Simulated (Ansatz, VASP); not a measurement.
# CuF in two plane-wave programs, part 2 of 2

One calculation is typed for both programs; each brings its own data sets. How far apart do they land? The cell is generated by rule, not measured, and may not be a known phase. The cell is taken from a series of runs on this material, whose earlier steps may have relaxed, scaled, displaced or heated it; both programs get it as it stands.

VASP 6.6.1 and Ansatz 0.2.0.

So far. Step 5 (VASP: single point, r2SCAN, pair 2): The run ends at a pressure of -0.17 GPa. Step 6 (Ansatz: single point, r2SCAN, pair 2): The run ends at a pressure of 0.01 GPa.

## 7. Differences

What differs besides the data sets and the points named for the pairs above, as far as they apply: the data sets hold 52 valence electrons in Ansatz (on its default PAW (the set named soft_2) files) and 36 in VASP. Total energies have different zeros and are not compared.

The two programs side by side:

| quantity | Ansatz | VASP | difference |
| --- | --- | --- | --- |
| pressure (GPa) | 0.01 | -0.17 | +0.18 |

## 8. Ansatz: single point, r2SCAN, pair 3

A single point gives forces, pressure and levels at one fixed geometry, so differences don't come from the geometry; what else differs is listed under the comparison.

The cell is taken from a series of runs on this material, whose earlier steps may have relaxed, scaled, displaced or heated it; both programs get it as it stands.

Input file input.yaml:

```yaml
crystal:
  lattice:
    - [2.7384665451, 0.0, 0.0]
    - [0.0, 2.7384665451, 0.0]
    - [0.0, 0.0, 5.4769330902]
  atoms:
    - { symbol: Cu, position: [0.0, 0.0, 0.0] }
    - { symbol: Cu, position: [0.0, 0.0, 0.5] }
    - { symbol: F, position: [0.536149775, 0.463850225, 0.25] }
    - { symbol: F, position: [0.463850225, 0.536149775, 0.75] }
kpoints:
  mp_grid: { grid: [14, 14, 8] }
hamiltonian:
  xc: r2scan
scf:
  occupations: { method: methfessel_paxton, width: 0.15 }
output:
  forces: true
  stress: true
  eigenvalues: true
```

On the command line:

```sh
ansatz run input.yaml --threads 4 --pin off --max-ram 7168MiB --backend cpu --events-out ev --progress --plain --runs-dir out
```

Numbers of over 12 decimals in the logs are rounded to 6 here.

Output:

```text
[...]
Crystal: 4 atoms, lattice volume = 41.073 Å³
Basis set: ecut = 500 eV, 983 PW (Γ), exchange–correlation on 80×80×160 points (64 copies of the dense FFT grid, shifted against one another)
Bands: 32, of which v1, the nominal top of the filled ones, is band 26 counted from 1 (25 counted from 0)
Symmetry: 8 space group operations
[...]
k-points: 285 of 1568
[...]
k-point 0: bands = [... 22 lower, 10.9401, 10.9789, 11.0076, 11.0771, 11.2493, 16.0762, 16.6656, 27.3907, ... 2 higher]
  k-point 1: bands = [... 22 lower, 10.9436, 10.9677, 10.9981, 11.0703, 11.2496, 15.1419, 17.7037, 26.4567, ... 2 higher]
  k-point 2: bands = [... 22 lower, 10.9467, 10.9546, 10.9966, 11.0518, 11.2761, 14.0752, 19.0751, 25.0399, ... 2 higher]
  k-point 284: bands = [... 22 lower, 11.0408, 11.0408, 11.3413, 11.3413, 17.3083, 17.3083, 19.7443, 19.7443, ... 2 higher]
[key lines of the parts left out:]
SCF converged after 8 iterations
Free energy (F): -14879.789563 eV
Fermi energy:    11.337662 eV
P = ⅓ Tr σ = 0.5777 GPa (5.777 kbar)
```

The run ends at a pressure of 0.58 GPa, with forces up to 0.20 eV/Å.

## 9. VASP: single point, r2SCAN, pair 3

The same cell, functional, mesh and smearing now go to VASP, with its own data sets.

Input file INCAR:

```
SYSTEM = CuF
PREC = Accurate
ENCUT = 660
EDIFF = 1E-06
NELM = 120
ISMEAR = 1
SIGMA = 0.15
LREAL = .FALSE.
ALGO = Normal
METAGGA = R2SCAN
LASPH = .TRUE.
NBANDS = 24
LORBIT = 11
LWAVE = .FALSE.
LCHARG = .FALSE.
ISIF = 2
GGA_COMPAT = .FALSE.
LMIXTAU = .TRUE.
KPAR = 2
```

Input file POSCAR:

```
CuF
1.0
    2.7384665451      0.0000000000      0.0000000000
    0.0000000000      2.7384665451      0.0000000000
    0.0000000000      0.0000000000      5.4769330902
Cu F
2 2
Direct
    0.0000000000      0.0000000000      0.0000000000
    0.0000000000      0.0000000000      0.5000000000
    0.5361497750      0.4638502250      0.2500000000
    0.4638502250      0.5361497750      0.7500000000
```

Input file KPOINTS:

```
Automatic mesh
0
Gamma
14 14 8
0 0 0
```

The projector-augmented-wave data sets are Cu and F (PBE family, release 64).

On the command line:

```sh
mpirun -np 2 vasp_std
```

Output:

```text
[... set-up lines as in an earlier step ...]
 entering main loop
       N       E                     dE             d eps       ncg     rms          rms(c)
DAV:   1     0.355293745015E+03    0.35529E+03   -0.21573E+04 14520   0.293E+03
DAV:   2     0.543529981489E+01   -0.34986E+03   -0.33071E+03 14000   0.497E+02
DAV:   3    -0.400322275388E+02   -0.45468E+02   -0.43861E+02 17656   0.197E+02
DAV:   4    -0.412120162398E+02   -0.11798E+01   -0.11767E+01 16120   0.334E+01
[...]
DAV:  16    -0.315260700940E+02   -0.62157E-04   -0.49713E-05 15576   0.729E-02    0.488E-02
DAV:  17    -0.315260402419E+02    0.29852E-04   -0.93304E-05 18824   0.191E-01    0.101E-02
DAV:  18    -0.315260393965E+02    0.84540E-06   -0.82972E-06 16096   0.331E-02
   1 F= -.31526039E+02 E0= -.31531841E+02  d E =0.174043E-01
```

OUTCAR, selected parts (step 9):

```text
  Total        0.1405879      0.1405879      0.1386388      0.2211376     -0.0000000     -0.0000000
  in kB        5.4841120      5.4841120      5.4080792      8.6262248     -0.0000000     -0.0000000
  external PRESSURE =       5.4587677 kB  Pullay stress =       0.0000000 kB

 POSITION                                       TOTAL-FORCE (eV/Angst)
 -----------------------------------------------------------------------------------
      0.00000      0.00000      0.00000         0.000000      0.000000     -0.000000
      0.00000      0.00000      2.73847         0.000000      0.000000     -0.000000
      1.46823      1.27024      1.36923         0.132894     -0.132894      0.000000
      1.27024      1.46823      4.10770        -0.132894      0.132894     -0.000000
 -----------------------------------------------------------------------------------
    total drift:                                0.000000     -0.000000      0.000000

  FREE ENERGIE OF THE ION-ELECTRON SYSTEM (eV)
  ---------------------------------------------------
  free  energy   TOTEN  =       -31.5260393965 eV

  energy  without entropy=      -31.5434436809  energy(sigma->0) =      -31.53184082

[... 1 part as in an earlier step ...]

[... 2 further parts left out ...]
[key lines of the parts left out:]
E-fermi :   4.8969
```

The run ends at a pressure of 0.55 GPa, with forces up to 0.19 eV/Å.

## 10. Side by side

What differs besides the data sets and the points named for the pairs above, as far as they apply: the data sets hold 52 valence electrons in Ansatz (on its default PAW (the set named soft_2) files) and 36 in VASP. Total energies have different zeros and are not compared.

Both answers:

| quantity | Ansatz | VASP | difference |
| --- | --- | --- | --- |
| pressure (GPa) | 0.58 | 0.55 | +0.03 |

Forces (eV/Å; atoms numbered as in POSCAR):

| atom | Ansatz x, y, z | VASP x, y, z |
| --- | --- | --- |
| Cu1 | 0.000, 0.000, 0.000 | 0.000, 0.000, 0.000 |
| Cu2 | 0.000, 0.000, 0.000 | 0.000, 0.000, 0.000 |
| F3 | 0.144, -0.144, 0.000 | 0.133, -0.133, 0.000 |
| F4 | -0.144, 0.144, 0.000 | -0.133, 0.133, 0.000 |

The forces differ by 6.7 meV/Å r.m.s., which is 8.7 % of the r.m.s. force of 0.077 eV/Å (both taken over all components).

## 11. Summary of results

```json
{
 "difference in pressure (single point, r2SCAN, pair 1)": "-0.95 GPa",
 "difference in pressure (single point, r2SCAN, pair 2)": "0.18 GPa",
 "r.m.s. force difference (single point, r2SCAN, pair 3)": "6.7 meV/Å"
}
```

The difference in pressure is -0.95 GPa (single point, r2SCAN, pair 1), at about the 1 GPa picked in this series as the mark of a large difference. The data sets hold unlike numbers of valence electrons (26 in Ansatz and 18 in VASP and 52 in Ansatz and 36 in VASP), so part of the differences comes from the potentials. 2 further runs of this series are not shown here. Such differences can come from data sets, numerical settings and the points named under the comparisons, not from the functional's error against experiment.

[Lines on the potential files, build, host, timing and source positions are cut from VASP's logs without a mark.]

[Logs are printed without paths, hosts, clocks, repeated set-up lines and the standing remarks that a program may print on its own settings, such as how far it seeks lower states.]

[Hosts, paths, dates, database ids (printed as entryN), source tags and the programs' standing remarks are cut or masked in the printed files.]
